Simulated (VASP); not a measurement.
```
MgS
1.0
    0.00000     2.53881     2.53881
    2.53881     0.00000     2.53881
    2.53881     2.53881     0.00000
Mg S
1 1
Cartesian
  0.00000   0.00000   0.00000
  2.53881   2.53881   2.53881
```

Calculation: SCAN meta-GGA, VASP's PBE PAW potentials (set 64) (plane waves; VASP). Settings: 520 eV cut-off, 9×9×9 Γ-centred mesh, Gaussian smearing of 0.050 eV, potentials Mg S.

### Question
Predict the energy per atom (σ→0), pressure.

### Answer

The energy per atom (σ→0) is -8.957 eV/atom and the pressure is 5.76 GPa.

Total energies compare only between runs with the same potentials, cut-off and functional.

The compound is MgS in the rock salt structure. This cell is one point of a volume scan, at 0.94 of the reference volume.
